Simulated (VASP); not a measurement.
Given:

```xyz
3
Lattice="1.5774 -2.7321 0.0000 1.5774 2.7321 0.0000 0.0000 0.0000 3.5120" Properties=species:S:1:pos:R:3 pbc="T T T"
Zr     0.0000     0.0000     0.0000
B      1.5774     0.9107     1.7560
B      1.5774    -0.9107     1.7560
```

These are SCAN meta-GGA, VASP's PBE PAW potentials (set 64) (plane waves; VASP) values and carry that method's errors. Run with 520 eV cut-off, 10×10×8 Γ-centred mesh, first-order Methfessel-Paxton smearing of 0.10 eV, potentials Zr_sv B.

Question: The ions, cell shape and volume are relaxed. What does this cell relax into?

Answer: 
```xyz
3
Lattice="1.5796 -2.7360 0.0000 1.5796 2.7360 0.0000 0.0000 0.0000 3.5535" Properties=species:S:1:pos:R:3 pbc="T T T"
Zr     0.0000     0.0000     3.5535
B      1.5796     0.9120     1.7768
B      1.5796    -0.9120     1.7768
```
Space group P6/mmm (191), at a tolerance of 0.03 Å.

Question: How do energy and volume change from the first to the last step?

Answer: The energy (σ→0) changes by -2.2 meV/atom and the volume by +1.5 %, in 5 ionic steps.

| step | E(σ→0) (eV) | max force (eV/Å) | pressure (GPa) | volume (Å³) |
|---|---|---|---|---|
| 1 | -48.7524 | 0.000 | 3.57 | 30.27 |
| 2 | -48.7511 | 0.000 | -4.17 | 31.26 |
| 3 | -48.7582 | 0.000 | -0.16 | 30.73 |
| 4 | -48.7582 | 0.000 | -0.37 | 30.76 |
| 5 | -48.7589 | 0.000 | 0.04 | 30.72 |

The compound is ZrB2 in the AlB2 type structure. This run relaxes it. Symmetry was kept, so distortions that lower it aren't found.
